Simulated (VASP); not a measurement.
OSZICAR of a VASP run on Pm (relaxed from the beta-Sn structure, space group I4_1/amd):

File OSZICAR:
```
       N       E                     dE             d eps       ncg     rms          rms(c)
DAV:   1     0.872315235923E+02    0.87232E+02   -0.10616E+04  4890   0.124E+03
DAV:   2    -0.716122274783E+01   -0.94393E+02   -0.93617E+02  6073   0.268E+02
DAV:   3    -0.949654068799E+01   -0.23353E+01   -0.22924E+01  6668   0.335E+01
DAV:   4    -0.951705761287E+01   -0.20517E-01   -0.20410E-01  5618   0.397E+00
DAV:   5    -0.951734189753E+01   -0.28428E-03   -0.28428E-03  6626   0.428E-01    0.231E+01
DAV:   6    -0.949377179291E+01    0.23570E-01   -0.50057E-02  5247   0.147E+00    0.138E+01
DAV:   7    -0.949435578544E+01   -0.58399E-03   -0.61600E-02  5492   0.163E+00    0.440E-01
DAV:   8    -0.949316280950E+01    0.11930E-02   -0.62143E-03  5597   0.528E-01    0.786E-02
DAV:   9    -0.949316834852E+01   -0.55390E-05   -0.13137E-04  6584   0.836E-02    0.394E-02
DAV:  10    -0.949316575221E+01    0.25963E-05   -0.68621E-06  5793   0.158E-02    0.211E-02
DAV:  11    -0.949316644122E+01   -0.68901E-06   -0.12389E-06  6010   0.864E-03    0.101E-02
DAV:  12    -0.949316617577E+01    0.26545E-06   -0.98271E-08  4181   0.224E-03    0.196E-03
DAV:  13    -0.949316611905E+01    0.56718E-07   -0.17992E-08  3537   0.103E-03
   1 F= -.94931661E+01 E0= -.94934087E+01  d E =-.949317E+01
```

Problem. Which electronic solver shows in the log?

Solution. It is blocked Davidson (ALGO = Normal, or the opening steps of other solvers). The INCAR had ALGO = Normal.

Problem. Can the final energy be trusted as converged?

Solution. The calculation finished and met its thresholds. It stopped with EDIFF = 1E-7, NELM = 100, NSW = 30 and EDIFFG = -0.01 after 1 ionic step (PBEsol GGA, plane waves, VASP's PBE PAW potentials (set 64)). The 4f electrons are frozen in the core of the lanthanide potential, so 4f levels, which can set the real gap, and their magnetism are missing.

The structure was generated: Pm was put into the beta-Sn type (I4_1/amd), which need not be its known phase. This cell was strained or had an atom moved on purpose.
